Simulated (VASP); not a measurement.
Input for VASP

INCAR:
```
ISMEAR=0   # Gaussian
LUSE_VDW=T
LREAL=F   # projection in real space or not
GGA=BO
LWAVE=F
SIGMA=0.05
PARAM1=0.1833333333
EDIFF=1E-7
ENCUT=520   # plane-wave cut-off (eV)
LCHARG=F
NELM=100   # most electronic steps
ISIF=2   # forces and stress, cell fixed
PARAM2=0.22
LASPH=T
ALGO=Normal   # blocked Davidson
AGGAC=0.0
PREC=Accurate
LMAXMIX=4   # l cut-off of mixed one-centre charges
SYSTEM=CdTe
```

POSCAR:
```
CdTe
1
    0.0000000000     3.3627530469     3.3627530469
    3.3627530469     0.0000000000     3.3627530469
    3.3627530469     3.3627530469     0.0000000000
Cd Te
1 1
Direct
  0.0000000000   0.0000000000   0.0000000000
  0.2500000000   0.2500000000   0.2500000000
```

File KPOINTS:
```
Automatic mesh
0
Gamma
7 7 7
0 0 0
```

POTCAR, in this order: Cd Te (PBE.64 set). Program: vasp_std.

Task: Translate this optB88-vdW calculation to Quantum ESPRESSO's pw.x.

Result: One equivalent input (not run):
```
&CONTROL
  calculation = 'scf'
  pseudo_dir = './pseudo'
  outdir = './out'
  tprnfor = .true.
  tstress = .true.
/
&SYSTEM
  ibrav = 0
  nat = 2
  ntyp = 2
  ecutwfc = 102
  occupations = 'smearing'
  smearing = 'gaussian'
  degauss = 0.003675
  input_dft = 'vdw-df-obk8'
/
&ELECTRONS
  conv_thr = 7.3e-09
  electron_maxstep = 100
/
ATOMIC_SPECIES
  Cd 112.414 Cd.upf
  Te 127.600 Te.upf
CELL_PARAMETERS angstrom
     0.0000000    3.3627530    3.3627530
     3.3627530    0.0000000    3.3627530
     3.3627530    3.3627530    0.0000000
ATOMIC_POSITIONS crystal
  Cd   0.0000000  0.0000000  0.0000000
  Te   0.2500000  0.2500000  0.2500000
K_POINTS automatic
  7 7 7 0 0 0
```
The two are equivalent in intent, not identical: the potentials are each code's own (VASP's PAW set, PseudoDojo norm-conserving files in pw.x), so ENCUT and ecutwfc are chosen apart and not converted; conv_thr bounds pw.x's estimated SCF error, while EDIFF bounds the energy change between steps.

The compound is CdTe in the zinc blende structure. This cell is one point of a volume scan, at 1.06 of the reference volume.
